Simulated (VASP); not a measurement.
The system is PtSe2 (Sudovikovite).

```xyz
3
Lattice="3.7683 0.0000 0.0000 -1.8842 3.2635 0.0000 0.0000 0.0000 4.8198" Properties=species:S:1:pos:R:3 pbc="T T T"
Pt    0.0000    0.0000    0.0000
Se    0.0000    2.1756    1.2845
Se    1.8842    1.0878    3.5353
```

Program: VASP 6.6.1. Alike in all runs: potentials or basis VASP PAW PBE potentials, release 64 (Pt, Se); cell as given; cutoff (eV) 520; smearing gaussian 0.03 eV. Hardware: 2 MPI ranks on AMD EPYC 9R14 (Zen 4) (shared host).

Q: Order these runs on this cell by their wall time, lowest first.
A. task band structure; level r2SCAN; spin off; k mesh 9 × 9 × 5
B. task band structure; level TB-mBJ; spin SOC, no magnetisation; k mesh 6 × 6 × 4
C. task density of states; level PBE; spin off; k mesh 9 × 9 × 5; k mesh for the DOS 14 × 14 × 8; occupations for the DOS tetrahedron

A: C (40 s), A (240 s), B (520 s).

Caveats: spin-orbit coupling is left out, which moves the levels of the heavy elements (some runs).
